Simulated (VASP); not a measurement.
An input for Quantum ESPRESSO's pw.x (written as the equivalent of a VASP run, and not itself run):

```
&CONTROL
  calculation = 'scf'
  pseudo_dir = './pseudo'
  outdir = './out'
  tprnfor = .true.
  tstress = .true.
/
&SYSTEM
  ibrav = 0
  nat = 2
  ntyp = 2
  ecutwfc = 82
  occupations = 'smearing'
  smearing = 'methfessel-paxton'
  degauss = 0.00735
  input_dft = 'pbe'
/
&ELECTRONS
  conv_thr = 7.3e-08
  electron_maxstep = 100
/
ATOMIC_SPECIES
  Nb 92.906 Nb.upf
  C 12.011 C.upf
CELL_PARAMETERS angstrom
     0.0000000    2.2797000    2.2797000
     2.2797000    0.0000000    2.2797000
     2.2797000    2.2797000    0.0000000
ATOMIC_POSITIONS crystal
  Nb   0.0000000  0.0000000  0.0000000
  C    0.5000000  0.5000000  0.5000000
K_POINTS automatic
  12 12 12 0 0 0
```

Write the VASP files for the same calculation (PBE).

One answer among several that fit: 
KPOINTS:
```
Automatic mesh
0
Gamma
12 12 12
0 0 0
```

### POSCAR
```
NbC
3.2239830
  0.0000000000   0.7071067062   0.7071067062
  0.7071067062   0.0000000000   0.7071067062
  0.7071067062   0.7071067062   0.0000000000
Nb C
1 1
direct
  0.0000000000   0.0000000000   0.0000000000
  0.5000000000   0.5000000000   0.5000000000
```

INCAR:
```
SIGMA = 0.1
NELM = 100   ! most electronic steps
EDIFF = 1E-6   ! SCF stop (eV)
ISIF = 2   ! forces and stress, cell fixed
ALGO = All
SYSTEM = NbC
LMAXMIX = 4
LASPH = T   ! aspherical one-centre terms
PREC = Accurate
LCHARG = F
LWAVE = F
ISMEAR = 1   ! Methfessel-Paxton
GGA = PE   ! PBE
LREAL = F   ! projection in real space or not
ENCUT = 520   ! plane-wave cut-off (eV)
```

POTCAR, in this order: Nb_sv C (PBE.64 set). Program: vasp_std.

Limits of the translation: the potentials are each code's own (VASP's PAW set, PseudoDojo norm-conserving files in pw.x), so ENCUT and ecutwfc are chosen apart and not converted; conv_thr bounds pw.x's estimated SCF error, while EDIFF bounds the energy change between steps.

The compound is NbC in the rock salt structure. The cell was not relaxed at this level. The run is one of a series of settings (ALGO = All against the base run), some of them coarse on purpose.
